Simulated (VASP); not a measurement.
Output of a VASP run:

**OSZICAR**
```
       N       E                     dE             d eps       ncg     rms          rms(c)
DAV:   1     0.155940324926E+03    0.15594E+03   -0.12001E+04  2424   0.259E+03
DAV:   2     0.112755855054E+01   -0.15481E+03   -0.14969E+03  2598   0.488E+02
DAV:   3    -0.116463134223E+02   -0.12774E+02   -0.12664E+02  2754   0.120E+02
DAV:   4    -0.118988929997E+02   -0.25258E+00   -0.25200E+00  2706   0.178E+01
DAV:   5    -0.119051287756E+02   -0.62358E-02   -0.62357E-02  2938   0.276E+00    0.708E+00
DAV:   6    -0.105727791325E+02    0.13323E+01   -0.84339E+00  3178   0.451E+01    0.383E+00
DAV:   7    -0.104571355792E+02    0.11564E+00   -0.91335E-01  2564   0.759E+00    0.129E+00
DAV:   8    -0.104365769282E+02    0.20559E-01   -0.10472E-01  2436   0.299E+00    0.278E-01
DAV:   9    -0.104350602264E+02    0.15167E-02   -0.74948E-03  3554   0.803E-01    0.729E-02
DAV:  10    -0.104351050865E+02   -0.44860E-04   -0.87266E-04  3022   0.454E-01    0.370E-02
DAV:  11    -0.104350891196E+02    0.15967E-04   -0.32680E-04  3582   0.216E-01    0.254E-02
DAV:  12    -0.104350756040E+02    0.13516E-04   -0.61998E-05  3374   0.716E-02    0.476E-03
DAV:  13    -0.104350759742E+02   -0.37020E-06   -0.28805E-06  2422   0.173E-02
   1 F= -.72287692E+01 E0= -.72286838E+01  d E =-.722877E+01
```

File OUTCAR:
```
------------------------ aborting loop because EDIFF is reached ----------------------------------------
  FORCE on cell =-STRESS in cart. coord.  units (eV):
  Direction    XX          YY          ZZ          XY          YZ          ZX
  --------------------------------------------------------------------------------------
  Total        3.1867631      3.1867631      3.1867631     -0.0000000     -0.0000000      0.0000000
  in kB      198.7809257    198.7809257    198.7809257     -0.0000000     -0.0000000      0.0000000
  external PRESSURE =      -1.2190743 kB  Pullay stress =     200.0000000 kB
  volume of cell :       25.69
      direct lattice vectors                 reciprocal lattice vectors
     2.950497287  0.000000000  0.000000000     0.338925917  0.000000000  0.000000000
     0.000000000  2.950497287  0.000000000     0.000000000  0.338925917  0.000000000
     0.000000000  0.000000000  2.950497287     0.000000000  0.000000000  0.338925917
 POSITION                                       TOTAL-FORCE (eV/Angst)
 -----------------------------------------------------------------------------------
      0.00000      0.00000      0.00000         0.000000      0.000000      0.000000
      1.47525      1.47525      1.47525         0.000000      0.000000      0.000000
 -----------------------------------------------------------------------------------
    total drift:                                0.000000      0.000000     -0.000000
  FREE ENERGIE OF THE ION-ELECTRON SYSTEM (eV)
  ---------------------------------------------------
  free  energy   TOTEN  =       -10.4350759742 eV

  energy  without entropy=      -10.4348198136  energy(sigma->0) =      -10.43499059
  enthalpy is  TOTEN    =        -7.2287692027 eV   P V=        3.2063067715

 reached required accuracy - stopping structural energy minimisation
```
(Selected blocks of OUTCAR.)

**POSCAR**
```
SnO
1
    2.9504972871     0.0000000000     0.0000000000
    0.0000000000     2.9504972871     0.0000000000
    0.0000000000    -0.0000000000     2.9504972871
Sn O
1 1
Direct
  0.0000000000   0.0000000000   0.0000000000
  0.5000000000   0.5000000000   0.5000000000
```

**Question.** Reconstruct the remaining input files.

**Answer.** Several could match; the one computed here: the input of the run itself, PBEsol GGA, plane waves, VASP's PBE PAW potentials (set 64).

**KPOINTS**
```
Regular mesh
0
G
 12 12 12
```

**INCAR**
```
SYSTEM=SnO
PREC=Accurate; ENCUT=620; LREAL=.FALSE.
LASPH=.TRUE.
EDIFF=1E-6; NELM=100; ALGO=Normal
LMAXMIX=4
ISMEAR=1; SIGMA=0.1
GGA=PS
IBRION=2; NSW=40; ISIF=3
EDIFFG=-0.02; PSTRESS=200
LWAVE=.FALSE.; LCHARG=.FALSE.
```

POTCAR, in this order: Sn_d O (PBE.64 set). Program: vasp_std.

The structure was generated: SnO was put into the CsCl type type (Pm-3m), which need not be its known phase. It was relaxed first under an external pressure of 20 GPa.
